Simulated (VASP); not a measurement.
```
CdSe
1.0
    0.00000     3.12231     3.12231
    3.12231     0.00000     3.12231
    3.12231     3.12231     0.00000
Cd Se
1 1
Direct
  0.00000   0.00000   0.00000
  0.25000   0.25000   0.25000
```

All values below come from optB88-vdW, VASP's PBE PAW potentials (set 64) (plane waves; VASP). Numerical set-up: 520 eV cut-off, 7×7×7 Γ-centred mesh, Gaussian smearing of 0.050 eV, potentials Cd Se.

### Question
Give the stress tensor in GPa (positive for a compressed cell).

### Answer

```
-1.29   0.00   0.00
 0.00  -1.29   0.00
 0.00   0.00  -1.29
```
The pressure is its mean diagonal, -1.29 GPa.

The compound is CdSe in the zinc blende structure, whereas wurtzite is the usual form. This cell is one point of a volume scan, at 1.03 of the reference volume.
